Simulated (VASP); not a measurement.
Output of a VASP run:

**OSZICAR**
```
...
DAV:   2    -0.711386801684E+02   -0.46539E-04   -0.27428E-03  1131   0.339E-01    0.362E-02
DAV:   3    -0.711386573454E+02    0.22823E-04   -0.74584E-05  1184   0.593E-02    0.163E-02
DAV:   4    -0.711386519694E+02    0.53760E-05   -0.16948E-05  1136   0.302E-02    0.566E-03
DAV:   5    -0.711386515413E+02    0.42809E-06   -0.29810E-06   929   0.124E-02
  19 F= -.71138652E+02 E0= -.71138652E+02  d E =-.168946E-03
       N       E                     dE             d eps       ncg     rms          rms(c)
DAV:   1    -0.711387674753E+02   -0.11551E-03   -0.14423E-01   986   0.267E+00    0.111E-01
DAV:   2    -0.711388239139E+02   -0.56439E-04   -0.31459E-03  1136   0.363E-01    0.387E-02
DAV:   3    -0.711387978040E+02    0.26110E-04   -0.85132E-05  1168   0.634E-02    0.173E-02
DAV:   4    -0.711387917094E+02    0.60945E-05   -0.19064E-05  1141   0.321E-02    0.607E-03
DAV:   5    -0.711387912537E+02    0.45572E-06   -0.35228E-06   995   0.133E-02
  20 F= -.71138791E+02 E0= -.71138791E+02  d E =-.308658E-03
       N       E                     dE             d eps       ncg     rms          rms(c)
DAV:   1    -0.711388461220E+02   -0.54413E-04   -0.57656E-01   986   0.533E+00    0.220E-01
DAV:   2    -0.711390730717E+02   -0.22695E-03   -0.12466E-02  1131   0.724E-01    0.778E-02
DAV:   3    -0.711389680594E+02    0.10501E-03   -0.34803E-04  1160   0.128E-01    0.345E-02
DAV:   4    -0.711389446193E+02    0.23440E-04   -0.74763E-05  1141   0.632E-02    0.125E-02
DAV:   5    -0.711389432650E+02    0.13543E-05   -0.14701E-05  1136   0.270E-02    0.673E-03
DAV:   6    -0.711389431405E+02    0.12455E-06   -0.11250E-06   673   0.726E-03
  21 F= -.71138943E+02 E0= -.71138943E+02  d E =-.460545E-03
       N       E                     dE             d eps       ncg     rms          rms(c)
DAV:   1    -0.711389418874E+02    0.13776E-05   -0.20017E-01   986   0.315E+00    0.102E-01
DAV:   2    -0.711392975996E+02   -0.35571E-03   -0.40843E-03  1151   0.419E-01    0.424E-02
DAV:   3    -0.711392643327E+02    0.33267E-04   -0.61993E-05  1141   0.612E-02    0.244E-02
DAV:   4    -0.711392513427E+02    0.12990E-04   -0.45647E-05  1156   0.565E-02    0.440E-03
DAV:   5    -0.711392525021E+02   -0.11594E-05   -0.97162E-06  1106   0.216E-02    0.417E-03
DAV:   6    -0.711392526503E+02   -0.14812E-06   -0.14323E-07   673   0.266E-03
  22 F= -.71139253E+02 E0= -.71139253E+02  d E =-.309510E-03
       N       E                     dE             d eps       ncg     rms          rms(c)
DAV:   1    -0.711392515956E+02    0.90656E-06   -0.56045E-03  1006   0.528E-01    0.172E-02
DAV:   2    -0.711392620353E+02   -0.10440E-04   -0.11594E-04  1151   0.705E-02    0.714E-03
DAV:   3    -0.711392611090E+02    0.92635E-06   -0.15973E-06   772   0.104E-02
  23 F= -.71139261E+02 E0= -.71139261E+02  d E =-.317968E-03
       N       E                     dE             d eps       ncg     rms          rms(c)
DAV:   1    -0.711393232086E+02   -0.61173E-04   -0.31532E-02   986   0.125E+00    0.556E-02
DAV:   2    -0.711393531833E+02   -0.29975E-04   -0.65797E-04  1156   0.169E-01    0.200E-02
DAV:   3    -0.711393469894E+02    0.61939E-05   -0.20318E-05  1146   0.310E-02    0.977E-03
DAV:   4    -0.711393459503E+02    0.10391E-05   -0.44319E-06  1099   0.155E-02    0.390E-03
DAV:   5    -0.711393461117E+02   -0.16143E-06   -0.64258E-07   673   0.653E-03
  24 F= -.71139346E+02 E0= -.71139346E+02  d E =-.850027E-04
```

### OUTCAR
```
------------------------ aborting loop because EDIFF is reached ----------------------------------------
  FORCE on cell =-STRESS in cart. coord.  units (eV):
  Direction    XX          YY          ZZ          XY          YZ          ZX
  --------------------------------------------------------------------------------------
  Total        0.0314126      0.0314126      0.0559712      0.0000000      0.0000000     -0.0000000
  in kB        0.4222233      0.4222233      0.7523200      0.0000000      0.0000000     -0.0000000
  external PRESSURE =       0.5322556 kB  Pullay stress =       0.0000000 kB
  volume of cell :      119.20
      direct lattice vectors                 reciprocal lattice vectors
     2.502783235 -4.334947845 -0.000000000     0.199777589 -0.115341641 -0.000000000
     2.502783235  4.334947845  0.000000000     0.199777589  0.115341641  0.000000000
    -0.000000000 -0.000000000  5.493325368    -0.000000000 -0.000000000  0.182039099
 POSITION                                       TOTAL-FORCE (eV/Angst)
 -----------------------------------------------------------------------------------
      1.18783      2.05738      1.83111        -0.000543     -0.000941     -0.000000
      2.62991     -0.00000      0.00000         0.001086      0.000000      0.000000
      1.18783     -2.05738      3.66222        -0.000543      0.000941      0.000000
      1.68608      0.67107      1.14491         0.002281     -0.007256     -0.012694
      3.58137      1.12465      4.80712         0.005143      0.005603     -0.012694
      2.24091     -2.53923      2.51731        -0.007424     -0.001653      0.012694
      3.58137     -1.12465      0.68620         0.005143     -0.005603      0.012694
      1.68608     -0.67107      4.34842         0.002281      0.007256      0.012694
      2.24091      2.53923      2.97602        -0.007424      0.001653     -0.012694
 -----------------------------------------------------------------------------------
    total drift:                               -0.001456      0.000955      0.000001
  FREE ENERGIE OF THE ION-ELECTRON SYSTEM (eV)
  ---------------------------------------------------
  free  energy   TOTEN  =       -71.1393461117 eV

  energy  without entropy=      -71.1393461117  energy(sigma->0) =      -71.13934611

 reached required accuracy - stopping structural energy minimisation
```
(Selected blocks of OUTCAR.)

File POSCAR:
```
SiO2
1
    2.4842470242    -4.3028421832    -0.0000000000
    2.4842470242     4.3028421832     0.0000000000
    0.0000000000    -0.0000000000     5.4626453752
Si O
3 6
Direct
  1.0000000000   0.4699846046   0.3333330000
  0.5300153954   0.5300153954   0.0000000000
  0.4699846046   1.0000000000   0.6666670000
  0.2671249557   0.4123818097   0.2146498154
  0.5876181903   0.8547431459   0.8813168154
  0.7328750443   0.1452568541   0.4520161846
  0.8547431459   0.5876181903   0.1186831846
  0.4123818097   0.2671249557   0.7853501846
  0.1452568541   0.7328750443   0.5479838154
```

Question: Reconstruct the remaining input files.

Answer: Several could match; the one computed here: the input of the run itself, PBE GGA, plane waves, VASP's PBE PAW potentials (set 64).

**KPOINTS**
```
Regular mesh
0
G
  5 5 4
```

INCAR:
```
SYSTEM=SiO2
PREC=Accurate; ENCUT=480; LREAL=.False.
LASPH=.True.
EDIFF=1E-6; NELM=100; ALGO=Normal
ISMEAR=0; SIGMA=0.05
GGA=PE
IBRION=2; NSW=60; ISIF=3
EDIFFG=-0.02
LWAVE=.False.; LCHARG=.False.
```

POTCAR, in this order: Si O (PBE.64 set). Program: vasp_std.

Energy and stress use the plane-wave basis of the starting cell.

The compound is SiO2 in the quartz structure. This run relaxes it. Symmetry was kept, so distortions that lower it aren't found. The start is the result of an earlier pass.
